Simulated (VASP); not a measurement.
Crystal: Ti.

```xyz
2
Lattice="2.9500 0.0000 0.0000 -1.4750 2.5548 0.0000 0.0000 0.0000 4.6800" Properties=species:S:1:pos:R:3 pbc="T T T"
Ti    0.0000    1.7032    1.1700
Ti    1.4750    0.8516    3.5100
```

```yaml
Program: VASP 6.6.1
Task: relaxation of cell and atoms
Functional: PBE
Dispersion: D3(BJ)
Potentials_or_basis: VASP PAW PBE potentials, release 64 (Ti_sv)
Cutoff: 520 eV
k_mesh: 18 × 18 × 10
Occupations: gaussian, width 0.1 eV
Spin: no spin polarisation
```

At the start: pressure -7.4 GPa; volume 17.64 Å³/atom.

Problem. How do energy, volume and symmetry change on relaxing?

Solution. Over 6 steps the energy falls by 28.7 meV/atom and the volume is 16.46 Å³/atom (-6.7 %); space group P6_3/mmc (No. 194, to 0.05 Å).

Step by step:
```tsv
step	energy change (eV)	largest force (eV/Å)	pressure (GPa)	volume (Å³)
1	0.0000	0.0000	-7.41	35.27
2	-0.0241	0.0000	6.74	31.27
3	-0.0575	0.0000	-0.04	32.92
4	-0.0575	0.0000	0.12	32.88
5	-0.0575	0.0000	-0.08	32.93
6	-0.0575	0.0000	0.00	32.91
```

Final structure:
```xyz
2
Lattice="2.8839 0.0000 0.0000 -1.4419 2.4975 0.0000 0.0000 0.0000 4.5697" Properties=species:S:1:pos:R:3 pbc="T T T"
Ti    0.0000    1.6650    1.1424
Ti    1.4419    0.8325    3.4273
```

Caveat: pairwise dispersion overbinds metals, which lowers pressure and volume.
